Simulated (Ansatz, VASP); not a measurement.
# Cross-check of LiGeF3 between VASP and Ansatz, part 2 of 2

One calculation is typed for both programs; each brings its own data sets. How far apart do they land? The cell is generated by rule, not measured, and may not be a known phase. The cell is taken from a series of runs on this material, whose earlier steps may have relaxed, scaled, displaced or heated it; both programs get it as it stands.

VASP 6.6.1 and Ansatz 0.2.0.

So far: Starting point; VASP: relaxation of cell and atoms, r2SCAN.

The structure was built from a prototype and need not be the compound's stable phase.

## Step 3: Ansatz: relaxation of cell and atoms, r2SCAN

Level of this step: Ansatz beside VASP: Kohn-Sham DFT, plane waves, r2SCAN (Ansatz).

Ansatz runs on its PAW soft_1 files.

The same cell, functional and mesh now go to Ansatz, which takes its cutoff from its data sets.

The input, input.yaml:

```yaml
crystal:
  lattice:
    - [4.3400973773, 0.0, 0.0]
    - [0.0, 4.3400973773, 0.0]
    - [0.0, 0.0, 4.3400973773]
  atoms:
    - { symbol: Li, position: [0.0, 0.0, 0.0] }
    - { symbol: Ge, position: [0.5, 0.5, 0.5] }
    - { symbol: F, position: [0.5, 0.5, 0.0] }
    - { symbol: F, position: [0.5, 0.0, 0.5] }
    - { symbol: F, position: [0.0, 0.5, 0.5] }
kpoints:
  mp_grid: { grid: [8, 8, 8] }
hamiltonian:
  xc: r2scan
  pseudopotentials: { kind: paw, azcp: { folder: soft_1 } }
scf:
  occupations: { method: fixed }
output:
  forces: true
  stress: true
  eigenvalues: true
relax:
  adjacent_minimum: "off"
  f_tol: 0.001
  max_steps: 60
  cell: { stress_tol: 0.01 }
```

Launch:

```
> ansatz run input.yaml --threads 8 --pin off --max-ram 16384MiB --backend cpu --events-out ev --progress --plain --runs-dir out
```

Numbers of over 12 decimals in the logs are rounded to 6 here.

What it wrote:

```text
Engine: ansatz 0.2.0, x86_64-unknown-linux-gnu
Pseudopotentials: kind: paw
Pseudopotential: Li, paw, valence charge 3, recommended cutoff 500 eV (meta_gga), soft_1/Li.paw.azcp
Pseudopotential: Ge, paw, valence charge 14, recommended cutoff 500 eV (meta_gga), soft_1/Ge.paw.azcp
Pseudopotential: F, paw, valence charge 7, recommended cutoff 500 eV (meta_gga), soft_1/F.paw.azcp
Functional definition: r2SCAN
  parameter k0 = 0.174
  parameter k1 = 0.065
  parameter a1 = 4.9479
  exchange = r2scan_x(k0 = k0, k1 = k1, a1 = a1)
  correlation = r2scan_c
Crystal: 5 atoms, lattice volume = 81.752 Å³
Basis set: ecut = 500 eV, 2103 PW (Γ), exchange–correlation on 128×128×128 points (64 copies of the dense FFT grid, shifted against one another)
Bands: 24, of which v1, the nominal top of the filled ones, is band 19 counted from 1 (18 counted from 0)
Symmetry: 48 space group operations
Space group: Pm-3m (ITA 221), of the structure as read, at distance tolerance 4.3e-5 Å
k-points: 35 of 512
Non-local potential: Li, projectors of the file, l = 0: 3, l = 1: 2, l = 2: 1
Non-local potential: Ge, projectors of the file, l = 0: 2, l = 1: 2, l = 2: 3, l = 3: 1
Non-local potential: F, projectors of the file, l = 0: 2, l = 1: 2, l = 2: 1
PAW form: soft (Blöchl's): semilocal exchange-correlation on the pseudo side does not see the compensation charge
PAW frozen core: Ge, regenerated for the run's functional (the file was generated under x = pbe(κ = 0.804, μ = 0.219515), c = pbe(β = 0.066725))
PAW frozen core: F, regenerated for the run's functional (the file was generated under x = pbe(κ = 0.804, μ = 0.219515), c = pbe(β = 0.066725))
PAW one-centre angular grid: Li, 302 points (default); XC on 295 of its mesh's 2161 points in the sphere
PAW one-centre angular grid: Ge, 590 points (default); XC on 160 Gauss nodes
PAW one-centre angular grid: F, 302 points (default); XC on 160 Gauss nodes
Initial density: superposition of atomic densities (chi_scale 0.1, normalization cell), built separately for each of the 2 bonded fragments (scf.initial_density.interfragment_charge_transfer: auto; true builds it for the cell as a whole; a typed value also counts as a typed key of the start: scf.initial_density.chi_scale says what that changes, if anything)
Initial wavefunctions: pseudopotential atomic-orbital guess
Functional: x = r2scan, c = r2scan; τ floored in thin density (d = 2e-4 eV/Å³)
SCF iter   1: F=—  HF=-6940.835781 eV  |F-HF|=—  |Δ(HF+E_count)|=         —  Δρ=7.38e-2  dr2=4.75e0  dr2_τ=2.86e-2  ethr=3.10e-3  ⟨swp⟩=4.6  Hψ=3503  notcnv=0  defer=92
preconditioner: auto → Resta (q_TF=auto, 2.401 Å⁻¹)  ε∞=4.3  [insulator: Δε(μ)=1.163 eV  Ē_g=10.176 eV  n_scr=18 (ndim 8)  ℏωp=18.4 eV  f_vac=0.011  ε∞_Penn≈4.3]
SCF iter   2: F=—  HF=-6939.347625 eV  |F-HF|=—  |Δ(HF+E_count)|=    1.49e0  Δρ=3.10e-2  dr2=1.39e0  dr2_τ=2.19e-2  ethr=3.10e-3  ⟨swp⟩=2.7  Hψ=1933  notcnv=0  defer=74
SCF iter   3: F=—  HF=-6938.978166 eV  |F-HF|=—  |Δ(HF+E_count)|=   3.69e-1  Δρ=1.76e-2  dr2=3.75e-1  dr2_τ=1.19e-2  ethr=3.10e-3  ⟨swp⟩=2.3  Hψ=1636  notcnv=0  defer=67
SCF iter   4: F=—  HF=-6938.891595 eV  |F-HF|=—  |Δ(HF+E_count)|=   8.66e-2  Δρ=5.27e-3  dr2=4.07e-2  dr2_τ=6.26e-4  ethr=9.88e-4  ⟨swp⟩=3.7  Hψ=1475  notcnv=0  defer=99
SCF iter   5: F=—  HF=-6938.893767 eV  |F-HF|=—  |Δ(HF+E_count)|=   2.17e-3  Δρ=3.99e-3  dr2=8.57e-3  dr2_τ=4.75e-4  ethr=1.07e-4  ⟨swp⟩=2.4  Hψ=1893  notcnv=0  defer=99
SCF iter   6: F=—  HF=-6938.891260 eV  |F-HF|=—  |Δ(HF+E_count)|=   2.51e-3  Δρ=9.49e-4  dr2=6.58e-4  dr2_τ=2.77e-5  ethr=2.26e-5  ⟨swp⟩=2.0  Hψ=1510  notcnv=0  defer=100
SCF iter   7: F=—  HF=-6938.891987 eV  |F-HF|=—  |Δ(HF+E_count)|=   7.27e-4  Δρ=2.69e-4  dr2=5.31e-5  dr2_τ=3.08e-6  ethr=1.73e-6  ⟨swp⟩=2.0  Hψ=1545  notcnv=0  defer=100
SCF iter   8: F=—  HF=-6938.892004 eV  |F-HF|=—  |Δ(HF+E_count)|=   1.76e-5  Δρ=4.03e-5  dr2=1.19e-6  dr2_τ=4.44e-8  ethr=1.40e-7  ⟨swp⟩=2.0  Hψ=1530  notcnv=0  defer=95
SCF iter   9: F=-6938.892006 eV  HF=-6938.892006 eV  |F-HF|=7.74e-8  |Δ(HF+E_count)|=   1.96e-6  Δρ=9.50e-6  dr2=5.34e-8  dr2_τ=3.21e-9  ethr=2.63e-10  ⟨swp⟩=9.0  Hψ=4459  notcnv=0
SCF 1 converged in 9 iterations: F = -6938.892006 eV  dr2 = 5.34e-8
  greatest PAW one-centre occupation: 0.999 electrons in one spin orbital (limit 2), on the Li atom at site 0 (counted from 0), in its partial waves of l = 0
relax step   1: F+E_penalty+E_count = -6938.89200624 eV  Δ(F+E_penalty+E_count) = +0.000e0 eV  max|allowed force component| = 1.540e-28 eV/Å  Δτ_max = 0.0000 Å  P = +0.004 GPa  Ω = 81.752 Å³  (9 SCF iters, dr2 threshold 1.00e-7 eV, accepted)
Initial density: handed on by an earlier stage of this run
Initial wavefunctions: pseudopotential atomic-orbital guess (no wavefunctions were taken with the density)
iter 1 solved again at ethr=5.54e-9 eV; its pass at ethr=3.10e-3 eV (dr2=2.10e-6 eV) is discarded
SCF iter   1: F=—  HF=-6938.892006 eV  |F-HF|=—  |Δ(HF+E_count)|=         —  Δρ=9.53e-6  dr2=5.37e-8  dr2_τ=3.23e-9  ethr=5.54e-9  ⟨swp⟩=3.0  Hψ=5606  notcnv=0  defer=97
preconditioner: auto → Resta (q_TF=auto, 2.401 Å⁻¹)  ε∞=2.6  [insulator: Δε(μ)=1.426 eV  Ē_g=19.475 eV  n_scr=18 (ndim 8)  ℏωp=24.6 eV  f_vac=0.291  ε∞_Penn≈2.6]
SCF iter   2: F=—  HF=-6938.892006 eV  |F-HF|=—  |Δ(HF+E_count)|=   5.04e-8  Δρ=5.20e-6  dr2=2.02e-8  dr2_τ=1.14e-9  ethr=1.41e-10  ⟨swp⟩=2.3  Hψ=1378  notcnv=0  defer=97
SCF iter   3: F=—  HF=-6938.892006 eV  |F-HF|=—  |Δ(HF+E_count)|=   3.57e-8  Δρ=3.43e-6  dr2=5.97e-9  dr2_τ=4.58e-10  ethr=5.32e-11  ⟨swp⟩=2.0  Hψ=1465  notcnv=0  defer=97
SCF iter   4: F=—  HF=-6938.892006 eV  |F-HF|=—  |Δ(HF+E_count)|=   2.28e-9  Δρ=3.60e-7  dr2=8.59e-11  dr2_τ=3.08e-12  ethr=1.57e-11  ⟨swp⟩=2.0  Hψ=1470  notcnv=0  defer=97
SCF iter   5: F=—  HF=-6938.892006 eV  |F-HF|=—  |Δ(HF+E_count)|=  2.27e-11  Δρ=1.16e-7  dr2=1.29e-11  dr2_τ=4.00e-13  ethr=1.00e-12  ⟨swp⟩=2.1  Hψ=986  notcnv=0  defer=97
SCF iter   6: F=-6938.892006 eV  HF=-6938.892006 eV  |F-HF|=8.19e-12  |Δ(HF+E_count)|=  7.28e-12  Δρ=2.61e-8  dr2=8.34e-13  dr2_τ=2.28e-14  ethr=1.00e-12  ⟨swp⟩=10.7  Hψ=4362  notcnv=0
SCF 2 converged in 6 iterations: F = -6938.892006 eV  dr2 = 8.34e-13
relax step   2: F+E_penalty+E_count = -6938.89200625 eV  Δ(F+E_penalty+E_count) = -1.204e-8 eV  max|allowed force component| = 1.481e-28 eV/Å  Δτ_max = 0.0000 Å  P = +0.004 GPa  Ω = 81.752 Å³  stress off target by 3.74e-3 GPa  SCF on the basis re-selected at this cell (its energy is not comparable with the rows above)  (6 SCF iters)
basis re-selected at this cell: Δ(F+E_penalty+E_count) = -1.204e-8 eV, ΔP = +0.000 GPa vs the last step (what re-selecting the basis moved, of the pressure what is left beyond the Pulay correction that the steps carried, after the strain that the cell walked since its last selection, with what the two solves' SCF thresholds leave and, on support functions, any second-order correction that the steps lacked; it is no m [...]
SCF converged after 6 iterations
Free energy (F): -6938.892006 eV
Harris-Foulkes:  -6938.892006 eV  (|F-HF|=8.19e-12)
Internal energy: -6938.892006 eV  (E = F + TS)
E sigma→0 (E₀):  -6938.892006 eV
Fermi energy:    4.738075 eV
--- Per-component energies (eV) ---
  E_band       = -475.241202
  E_kinetic    = 701.631298
  E_local      = -5003.900422  (includes V_loc(G=0)·N_el)
  E_nonlocal   = 449.360894
  E_hartree    = 2149.064800
  E_xc         = -304.326016
  E_vxc        = -419.173941  (∫ρ·V_xc dr)
  E_paw        = -2661.553302  (= ΣΔE_a)
  E_vpaw       = -531.516174  (= ΣTr[D̂ρ^β])
  E_aug_tail   = 0.001122  (compensation charges beyond the density's cutoff)
  E_vtau       = 30.226414  (kinetic-family band-sum trace: ∫τ·v_τ [+ j·A + Jᵃ·Aᵃ] dr)
  E_ewald      = -2267.990445
  E_core_change = -1.179936  (= ΣΔE_core)
  E_smearing   = -0.000000  (= −TS)
  E_closure    = -0.000000  (closes the sum)
  Σ components = -6938.892006   (vs F -6938.892006, Δ=0.00e0)
--- Forces (eV/Å), atoms counted from 1 ---
  atom   1  Li     0.00000000     0.00000000     0.00000000
  atom   2  Ge    -0.00000000     0.00000000    -0.00000000
  atom   3  F      0.00000000     0.00000000     0.00000000
  atom   4  F     -0.00000000     0.00000000    -0.00000000
  atom   5  F     -0.00000000    -0.00000000     0.00000000
  max |Σ_I F_I| component: 4.37e-28 eV/Å
--- Stress (GPa, compression-positive) ---
        0.003739       0.000000       0.000000
        0.000000       0.003739       0.000000
        0.000000       0.000000       0.003739
  P = ⅓ Tr σ = 0.0037 GPa (0.037 kbar)
--- Band table (eV; the first three rows and the last of 35) ---
  k-point 0: bands = [... 15 lower, -1.3183, -1.3073, -1.3073, -1.3073, 6.1644, 10.2634, 10.2634, 10.2634, ... 1 higher]
  k-point 1: bands = [... 15 lower, -1.3223, -1.3102, -1.3102, -0.7705, 6.2812, 9.7395, 10.2746, 10.2746, ... 1 higher]
  k-point 2: bands = [... 15 lower, -1.3580, -1.3053, -1.3053, 0.2391, 6.5587, 8.8413, 10.3147, 10.3147, ... 1 higher]
  k-point 34: bands = [... 15 lower, -0.8869, -0.8869, -0.8869, 4.7381, 6.9070, 6.9070, 6.9070, 8.6974, ... 1 higher]
--- Relaxed structure (1 steps of the walk, 1 accepted, 1 SCFs on fresh bases) ---
  F+E_penalty+E_count = -6938.89200625 eV   max|allowed force component| = 1.481e-28 eV/Å   (the final SCF, on the basis selected at the relaxed cell)
  cell:  # Å, volume = 81.7520 Å³
    - [4.3400973773, 0.0, 0.0]
    - [0.0, 4.3400973773, 0.0]
    - [0.0, 0.0, 4.3400973773]
  atoms:
    - { symbol: Li, position: [0.0, 0.0, 0.0] }
    - { symbol: Ge, position: [0.500000, 0.500000, 0.500000] }
    - { symbol: F, position: [0.500000, 0.500000, 0.0] }
    - { symbol: F, position: [0.500000, 0.0, 0.500000] }
    - { symbol: F, position: [0.0, 0.500000, 0.500000] }
```

## Step 4: Comparison

Known differences besides the potentials themselves: VASP keeps PBE cores, Ansatz makes them for the functional; fixed occupations in Ansatz, narrow Gaussian smearing in VASP; the cutoff is 500 eV in Ansatz and 830 eV in VASP; Ansatz adds a Pulay correction to the stress that steers its cell, VASP none. Total energies have different zeros and are not compared.

Both answers:

| quantity | Ansatz | VASP | difference |
| --- | --- | --- | --- |
| volume (Å³) | 81.75 | 81.51 | +0.30 % |
| edge a after relaxation, in the typed setting (Å) | 4.340 | 4.336 | +0.10 % |

## Step 5: What came out

| Quantity | Value |
| --- | --- |
| difference in volume (relaxation of cell and atoms, r2SCAN) | 0.30 % |

The difference in volume is 0.30 % (relaxation of cell and atoms, r2SCAN), within the 1.2 % picked in this series as the mark of a large difference, as far as the stopping tolerances let one tell. Such differences can come from data sets, numerical settings and the points named under the comparisons, not from the functional's error against experiment.

[Lines on the potential files, build, host, timing and source positions are cut from VASP's logs without a mark.]

[Logs are printed without paths, hosts, clocks, repeated set-up lines and the standing remarks that a program may print on its own settings, such as how far it seeks lower states.]

[Hosts, paths, dates, database ids (printed as entryN), source tags and the programs' standing remarks are cut or masked in the printed files.]
